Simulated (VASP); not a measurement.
Set up this calculation in VASP 6.6.1, as the native input.

* Task: relaxation of cell and atoms
* Functional: PBE
* Potentials or basis: VASP PAW PBE potentials, release 64 (Rh_pv)
* Cutoff: 600 eV
* k mesh: 16 × 16 × 16
* Occupations: methfessel-paxton, width 0.1 eV
* Spin: no spin polarisation
* Further INCAR settings: ALGO = Normal; EDIFF = 1e-07; IBRION = 2; EDIFFG = -0.005; NSW = 90; ISIF = 3

The structure of Rh lies in POSCAR:

```
Rh                                      
1.0
    0.0000000000      1.9151000113      1.9151000113
    1.9151000113      0.0000000000      1.9151000113
    1.9151000113      1.9151000113      0.0000000000
  Rh            
     1
Direct
     0.0000000000000000    0.0000000000000000    0.0000000000000000
```

These files were run (other wordings do the same):

INCAR

```
PREC = Accurate ; ENCUT = 600
EDIFF = 1E-7 ; ISMEAR = 1
SIGMA = 0.1 ; LREAL = F
LASPH = T ; NELM = 80
ALGO = Normal ; ISIF = 3
LWAVE = F ; LCHARG = F
GGA = PE ; IBRION = 2
NSW = 90 ; EDIFFG = -0.005
```

KPOINTS

```
Automatic mesh
0
Gamma
  16 16 16
```

Potentials or basis: VASP PAW PBE potentials, release 64 (Rh_pv).

The run is started by

```console
$ cat potpaw_PBE.64/Rh_pv/POTCAR > POTCAR
$ mpirun -np 1 vasp_std > vasp.out
```

Results of the run:

The relaxed volume is 14.04 Å³/atom. The relaxed cell is a = 2.708 Å, b = 2.708 Å, c = 2.708 Å, α = 60.00°, β = 60.00°, γ = 60.00°, the space group after relaxing (to 0.05 Å) is Fm-3m (No. 225) and the energy gained by relaxing is 0.0 meV/atom. The ionic steps are 3 and the pressure after relaxing is 0.0 GPa. The band gap on the k mesh is none (metal or under the smearing width).

Run time: 31 s on 1 thread of Intel(R) Xeon(R) Platinum 8488C (Sapphire Rapids), on a shared host, peak memory 0.16 GiB.
